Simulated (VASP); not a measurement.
Consider the following.

```yaml
crystal:
  lattice:
    - [3.74589, 0.00000, 0.00000]
    - [0.00000, 3.74589, 0.00000]
    - [0.00000, 0.00000, 3.74589]
  atoms:
    - { symbol: La, position: [0.00000, 0.00000, 0.00000] }
    - { symbol: Co, position: [0.50000, 0.50000, 0.50000], spin: 3.0 }
    - { symbol: O, position: [0.50000, 0.50000, 0.00000] }
    - { symbol: O, position: [0.00000, 0.50000, 0.50000] }
    - { symbol: O, position: [0.50000, 0.00000, 0.50000] }
```

The numbers are results of PBEsol GGA, VASP's PBE PAW potentials (set 64) (plane waves; VASP), not measurements. Run with 400 eV cut-off, 9×9×9 Γ-centred mesh, Fermi-Dirac smearing of 0.10 eV, potentials La Co O.

The moments were started parallel, and other spin orders were not tried in this run.

Give the spin-up energies of bands 11 to 24 at the high-symmetry points, in eV from the Fermi level.

```csv
band,Γ,X,M,R
11,-3.33,-4.62,-5.53,-5.25
12,-3.33,-4.62,-5.53,-5.25
13,-3.33,-4.56,-4.65,-5.25
14,-2.75,-4.23,-3.04,-1.85
15,-2.75,-2.74,-3.04,-1.85
16,-2.75,-2.74,-1.88,-1.85
17,-1.87,-2.69,-1.02,-0.47
18,-1.87,-1.59,-1.01,-0.47
19,-1.87,-0.83,-1.01,-0.47
20,-1.61,-0.83,-0.60,2.90
21,-1.61,0.71,2.89,2.90
22,1.97,3.12,3.14,3.32
23,1.97,3.44,3.14,3.32
24,3.46,3.48,3.45,3.32
```

Give the spin-down energies of bands 11 to 24 at the high-symmetry points, in eV from the Fermi level.

```csv
band,Γ,X,M,R
11,-3.23,-4.47,-5.24,-4.92
12,-3.23,-4.24,-5.24,-4.92
13,-3.23,-4.24,-4.59,-4.92
14,-1.78,-4.14,-2.94,-1.74
15,-1.78,-2.67,-2.94,-1.74
16,-1.78,-2.67,-1.77,-1.74
17,-1.70,-1.62,-0.06,0.46
18,-1.70,-0.09,-0.06,0.46
19,-1.70,0.02,0.01,0.46
20,-0.12,0.02,0.74,3.33
21,-0.12,1.85,3.14,3.33
22,2.01,3.15,3.14,3.33
23,2.01,3.46,3.45,3.59
24,3.45,3.48,3.52,3.87
```

It has no gap at this level: it comes out as a metal or semimetal.

The structure comes from a measured LaCoO3 entry of the Crystallography Open Database, whose conditions weren't checked. The cell was not relaxed at this level.
